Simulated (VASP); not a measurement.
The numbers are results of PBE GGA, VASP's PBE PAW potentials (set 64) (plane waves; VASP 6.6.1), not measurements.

Input for VASP

### POSCAR
```
MnS
10.440
  0.5000000000   0.2500000000   0.2500000000
  0.2500000000   0.5000000000   0.2500000000
  0.2500000000   0.2500000000   0.5000000000
Mn S
2 2
Cartesian
  0.0000000000   0.0000000000   0.0000000000
  0.5000000000   0.5000000000   0.5000000000
  0.2500000000   0.2500000000   0.2500000000
  0.7500000000   0.7500000000   0.7500000000
```

**KPOINTS**
```
Automatic
0
G
4 4 4
0 0 0
```

INCAR:
```
SYSTEM = MnS
PREC = Accurate; ENCUT = 300; LREAL = .FALSE.
LASPH = .TRUE.
EDIFF = 1E-6; NELM = 100; ALGO = Normal
LMAXMIX = 4
ISMEAR = -1; SIGMA = 0.02
GGA = PE
MAGMOM = 5.0 -5.0 2*0.0
ISPIN = 2
ISIF = 2
LWAVE = .FALSE.; LCHARG = .FALSE.; LORBIT = 11
```

POTCAR, in this order: Mn_pv S (PBE.64 set). Program: vasp_std.

Output

OSZICAR:
```
       N       E                     dE             d eps       ncg     rms          rms(c)
DAV:   1     0.280232184391E+03    0.28023E+03   -0.16641E+04  1412   0.122E+03
DAV:   2    -0.430632879148E+01   -0.28454E+03   -0.28011E+03  1238   0.384E+02
DAV:   3    -0.299305749938E+02   -0.25624E+02   -0.25108E+02  1668   0.109E+02
DAV:   4    -0.305564585517E+02   -0.62588E+00   -0.62546E+00  1428   0.169E+01
DAV:   5    -0.305676715569E+02   -0.11213E-01   -0.11211E-01  1498   0.259E+00    0.157E+01
DAV:   6    -0.280624453984E+02    0.25052E+01   -0.21051E+01  1566   0.416E+01    0.133E+01
DAV:   7    -0.283451922624E+02   -0.28275E+00   -0.18246E+00  1338   0.125E+01    0.799E+00
DAV:   8    -0.283603155391E+02   -0.15123E-01   -0.31363E-01  1606   0.565E+00    0.356E+00
DAV:   9    -0.283541543816E+02    0.61612E-02   -0.62402E-02  1573   0.255E+00    0.528E-01
DAV:  10    -0.283604952695E+02   -0.63409E-02   -0.48769E-03  1396   0.673E-01    0.245E-01
DAV:  11    -0.283608792367E+02   -0.38397E-03   -0.42788E-04  1448   0.179E-01    0.160E-01
DAV:  12    -0.283610066662E+02   -0.12743E-03   -0.18577E-04  1350   0.889E-02    0.659E-02
DAV:  13    -0.283610217973E+02   -0.15131E-04   -0.25786E-05  1336   0.452E-02    0.148E-02
DAV:  14    -0.283610214298E+02    0.36748E-06   -0.14872E-05  1420   0.198E-02    0.758E-03
DAV:  15    -0.283610219829E+02   -0.55308E-06   -0.13348E-06   773   0.134E-02
   1 F= -.28361022E+02 E0= -.28361022E+02  d E =-.296093E-10  mag=    -0.0000
```

### OUTCAR
```
------------------------ aborting loop because EDIFF is reached ----------------------------------------
  FORCE on cell =-STRESS in cart. coord.  units (eV):
  Direction    XX          YY          ZZ          XY          YZ          ZX
  --------------------------------------------------------------------------------------
  Total       -1.6518793     -1.6518793     -1.6518793     -0.1405971     -0.1405971     -0.1405971
  in kB      -37.2140891    -37.2140891    -37.2140891     -3.1674195     -3.1674195     -3.1674195
  external PRESSURE =     -37.2140891 kB  Pullay stress =       0.0000000 kB
  volume of cell :       71.12
      direct lattice vectors                 reciprocal lattice vectors
     5.220000000  2.610000000  2.610000000     0.287356322 -0.095785441 -0.095785441
     2.610000000  5.220000000  2.610000000    -0.095785441  0.287356322 -0.095785441
     2.610000000  2.610000000  5.220000000    -0.095785441 -0.095785441  0.287356322
 POSITION                                       TOTAL-FORCE (eV/Angst)
 -----------------------------------------------------------------------------------
      0.00000      0.00000      0.00000        -0.000000      0.000000     -0.000000
      5.22000      5.22000      5.22000        -0.000000      0.000000      0.000000
      2.61000      2.61000      2.61000         0.000000      0.000000     -0.000000
      7.83000      7.83000      7.83000         0.000000     -0.000000     -0.000000
 -----------------------------------------------------------------------------------
    total drift:                                0.000000     -0.000000      0.000000
  FREE ENERGIE OF THE ION-ELECTRON SYSTEM (eV)
  ---------------------------------------------------
  free  energy   TOTEN  =       -28.3610219829 eV

  energy  without entropy=      -28.3610219829  energy(sigma->0) =      -28.36102198

 total charge

# of ion       s       p       d       tot
------------------------------------------
    1        0.207   6.156   4.941  11.304
    2        0.207   6.156   4.941  11.304
    3        1.324   2.412   0.000   3.736
    4        1.324   2.412   0.000   3.736
--------------------------------------------------
tot          3.062  17.136   9.882  30.080

 magnetization (x)

# of ion       s       p       d       tot
------------------------------------------
    1        0.021   0.015   4.178   4.214
    2       -0.021  -0.015  -4.178  -4.214
    3        0.000   0.000   0.000   0.000
    4        0.000   0.000   0.000   0.000
--------------------------------------------------
tot          0.000   0.000   0.000   0.000
```
(Selected blocks of OUTCAR.)

At this cut-off the stress carries a Pulay error, which pulls relaxed volumes low.

The structure is a typed MnS crystal (Fm-3m). The cell was not relaxed at this level. The k-mesh is coarse (spacing up to 0.50 per Å, 2π included), so the numbers may not be converged in it.
